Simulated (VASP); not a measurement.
VASP ran on this input.

POSCAR:
```
CdI2
1
    2.1621850006    -3.7450145702     0.0000000000
    2.1621850006     3.7450145702     0.0000000000
    0.0000000000     0.0000000000     7.0245973576
Cd I
1 2
Direct
  0.0000000000   0.0000000000   1.0000000000
  0.3333330000   0.6666670000   0.2518289783
  0.6666670000   0.3333330000   0.7481710217
```

File KPOINTS:
```
Automatic mesh
0
Gamma
6 6 4
0 0 0
```

**INCAR**
```
SYSTEM = CdI2
PREC = Accurate; ENCUT = 520; LREAL = .False.
LASPH = .True.
EDIFF = 1E-7; NELM = 100; ALGO = Normal
LMAXMIX = 4
ISMEAR = 0; SIGMA = 0.05
GGA = PE; IVDW = 12
IBRION = 2; NSW = 30; ISIF = 4
EDIFFG = -0.01
LWAVE = .False.; LCHARG = .False.
```

POTCAR, in this order: Cd I (PBE.64 set). Program: vasp_std.

Problem. Translate this PBE-D3(BJ) calculation to Quantum ESPRESSO's pw.x.

Solution. One equivalent input (not run):
```
&CONTROL
  calculation = 'vc-relax'
  pseudo_dir = './pseudo'
  outdir = './out'
  tprnfor = .true.
  tstress = .true.
  nstep = 30
  forc_conv_thr = 0.00039
/
&SYSTEM
  ibrav = 0
  nat = 3
  ntyp = 2
  ecutwfc = 102
  occupations = 'smearing'
  smearing = 'gaussian'
  degauss = 0.003675
  input_dft = 'pbe'
  vdw_corr = 'grimme-d3'
  dftd3_version = 4
  dftd3_threebody = .false.
/
&ELECTRONS
  conv_thr = 7.3e-09
  electron_maxstep = 100
/
&IONS
/
&CELL
  cell_dofree = 'shape'
/
ATOMIC_SPECIES
  Cd 112.414 Cd.upf
  I 126.904 I.upf
CELL_PARAMETERS angstrom
     2.1621850   -3.7450146    0.0000000
     2.1621850    3.7450146    0.0000000
     0.0000000    0.0000000    7.0245974
ATOMIC_POSITIONS crystal
  Cd   0.0000000  0.0000000  1.0000000
  I    0.3333330  0.6666670  0.2518290
  I    0.6666670  0.3333330  0.7481710
K_POINTS automatic
  6 6 4 0 0 0
```
The two are equivalent in intent, not identical: the potentials are each code's own (VASP's PAW set, PseudoDojo norm-conserving files in pw.x), so ENCUT and ecutwfc are chosen apart and not converted; conv_thr bounds pw.x's estimated SCF error, while EDIFF bounds the energy change between steps; forc_conv_thr acts on force components and is met together with etot_conv_thr.

The compound is CdI2 in the 1T layered structure. This cell is one point of a volume scan, at 1.06 of the reference volume. Symmetry was kept, so distortions that lower it aren't found.
